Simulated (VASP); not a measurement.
# HfIn4SiO6: relaxation of cell and atoms with PBE+D2

Crystal: HfIn4SiO6.

```
CELL_PARAMETERS angstrom
2.71585 -4.70357 0.00833
2.71585 4.70357 0.00833
-1.87915 0.00000 7.40127
ATOMIC_POSITIONS crystal
Hf 0.78835 0.21165 0.00000
In 0.62175 0.37825 0.50000
In 0.45502 0.54498 0.00000
In 0.28407 0.71593 0.50000
In 0.95814 0.04186 0.50000
Si 0.12168 0.87832 0.00000
O 0.06219 0.11415 0.86666
O 0.88585 0.93781 0.13334
O 0.79490 0.53784 0.86663
O 0.46216 0.20510 0.13337
O 0.15352 0.62879 0.13333
O 0.37121 0.84648 0.86667
```

The cell was built by a generator and needn't be a form met in nature.

* Program: VASP 6.6.1
* Task: relaxation of cell and atoms
* Functional: PBE
* Dispersion: D2
* Potentials or basis: VASP PAW PBE potentials, release 64 (Hf_pv, In_d, Si, O)
* Cutoff: 600 eV
* k mesh: 6 × 6 × 4
* Occupations: fermi-dirac, width 0.05 eV
* Spin: no spin polarisation
* Further INCAR settings: ALGO = Fast; EDIFF = 1e-07; IBRION = 2; EDIFFG = -0.01; NSW = 40; ISIF = 3

```
Relaxed volume                         : 14.77 Å³/atom
Relaxed cell                           : a = 5.441 Å, b = 5.441 Å, c = 7.151 Å, α = 97.57°, β = 97.57°, γ = 119.80°
Space group after relaxing (to 0.05 Å) : C2 (No. 5)
Energy gained by relaxing              : 27.9 meV/atom
Ionic steps                            : 14
Pressure after relaxing                : 0.0 GPa
Largest force after relaxing           : 0.010 eV/Å
Band gap on the k mesh                 : none (metal or under the smearing width)
Dispersion energy per atom             : -0.423 eV
```

Forces on the atoms (eV/Å):
```
Hf   0.000  0.002  0.000
In   0.000  0.007  0.000
In   0.000  0.000  0.000
In   0.000 -0.005  0.000
In   0.000  0.001  0.000
Si   0.000  0.000  0.000
O   -0.003 -0.002 -0.003
O    0.003 -0.002  0.003
O   -0.002  0.005 -0.002
O    0.002  0.005  0.002
O    0.008 -0.005  0.001
O   -0.008 -0.005 -0.001
```

Step by step:
```
step  energy change (eV)  largest force (eV/Å)  pressure (GPa)  volume (Å³)
   1              0.0000                0.1384           -3.08       189.24
   2             -0.1791                0.5900            1.09       180.99
   3             -0.1819                0.6743            1.71       179.98
   4             -0.3020                0.4119            0.71       178.41
   5             -0.3174                0.2758            0.37       177.53
   6             -0.3175                0.2852            0.40       177.59
   7             -0.3304                0.0872           -0.50       178.41
   8             -0.3305                0.0796           -0.60       178.51
   9             -0.3338                0.0533           -0.03       177.55
  10             -0.3339                0.0504            0.06       177.42
  11             -0.3346                0.0291            0.01       177.38
  12             -0.3349                0.0177           -0.04       177.33
  13             -0.3350                0.0100            0.05       177.23
  14             -0.3350                0.0098            0.04       177.24
```

Final structure:
```cif
data_structure
_symmetry_space_group_name_H-M 'P 1'
_symmetry_Int_Tables_number 1
_cell_length_a 5.4408
_cell_length_b 5.4408
_cell_length_c 7.1508
_cell_angle_alpha 97.573
_cell_angle_beta 97.573
_cell_angle_gamma 119.797
_cell_volume 177.24
loop_
_atom_site_label
_atom_site_type_symbol
_atom_site_fract_x
_atom_site_fract_y
_atom_site_fract_z
_atom_site_occupancy
Hf1 Hf 0.78823 0.21177 0.00000 1
In1 In 0.62161 0.37839 0.50000 1
In2 In 0.45504 0.54496 0.00000 1
In3 In 0.28458 0.71542 0.50000 1
In4 In 0.95772 0.04228 0.50000 1
Si1 Si 0.12165 0.87835 0.00000 1
O1 O 0.05795 0.11031 0.86023 1
O2 O 0.88969 0.94205 0.13977 1
O3 O 0.79421 0.53560 0.86004 1
O4 O 0.46440 0.20579 0.13996 1
O5 O 0.15494 0.63117 0.13980 1
O6 O 0.36883 0.84506 0.86020 1
```

Levels at points of the mesh, in eV from the Fermi level:
```csv
k point,band 49,band 50,band 51,band 52,band 53,band 54
"(0.00, 0.00, 0.00)",-0.63,-0.50,-0.28,-0.23,-0.08,-0.06
"(0.50, 0.00, 0.00)",-3.54,-2.29,-1.63,0.77,1.31,1.71
"(0.50, 0.50, 0.00)",-3.76,-2.19,-1.40,0.84,1.24,1.64
"(0.00, 0.00, 0.50)",-1.31,-0.53,-0.31,-0.26,-0.13,-0.11
"(0.50, 0.00, 0.50)",-3.33,-2.14,-1.36,0.59,1.07,1.71
"(0.50, 0.50, 0.50)",-3.19,-2.31,-1.62,0.52,1.19,1.73
```

Run time: 69 min on 4 MPI ranks on AMD EPYC 7R13 Processor (Zen 3) (shared host), peak memory 0.8 GiB a rank.

Caveat: atom-pairwise D2, TS and ULG terms overbind metals; pairwise dispersion overbinds metals, which lowers pressure and volume. The run has no spin-orbit coupling, so splittings on Hf are missing.
